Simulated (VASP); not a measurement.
Data:

```
Sc
1.0
    3.21901     0.00000     0.00000
   -1.60950     2.78774     0.00000
    0.00000     0.00000    10.35717
Sc
4
Direct
  0.00000   0.00000   0.00000
  0.00000   0.00000   0.50000
  0.33333   0.66667   0.25000
  0.66667   0.33333   0.75000
```

Calculation: PBE GGA, VASP's PBE PAW potentials (set 64) (plane waves; VASP 6.6.1). Settings: 300 eV cut-off, 8×8×3 Γ-centred mesh, Fermi-Dirac smearing of 0.050 eV, potentials Sc_sv.

Task: Give the energies of bands 17 to 25 at the high-symmetry points, in eV from the Fermi level.

Result: 
```json
[
 {"band": "17", "Γ": "-5.28", "M": "-1.80", "K": "-0.66", "A": "-4.86", "L": "-1.62", "H": "-0.56"},
 {"band": "18", "Γ": "-3.74", "M": "-1.67", "K": "-0.64", "A": "-4.86", "L": "-1.62", "H": "-0.56"},
 {"band": "19", "Γ": "-3.73", "M": "-1.29", "K": "-0.64", "A": "-2.39", "L": "-1.42", "H": "-0.55"},
 {"band": "20", "Γ": "-1.80", "M": "-1.21", "K": "-0.52", "A": "-2.39", "L": "-1.42", "H": "-0.55"},
 {"band": "21", "Γ": "0.47", "M": "-0.53", "K": "-0.52", "A": "0.44", "L": "-0.52", "H": "-0.48"},
 {"band": "22", "Γ": "0.82", "M": "-0.38", "K": "-0.33", "A": "0.44", "L": "-0.52", "H": "-0.48"},
 {"band": "23", "Γ": "0.87", "M": "-0.37", "K": "-0.33", "A": "1.46", "L": "0.04", "H": "-0.41"},
 {"band": "24", "Γ": "1.54", "M": "0.25", "K": "-0.17", "A": "1.46", "L": "0.04", "H": "-0.41"},
 {"band": "25", "Γ": "1.56", "M": "0.86", "K": "0.30", "A": "1.64", "L": "1.27", "H": "0.63"}
]
```

It has no gap at this level: it comes out as a metal or semimetal.

The structure was generated: Sc was put into an ordered model structure, which need not be its known phase. The cell was not relaxed at this level.
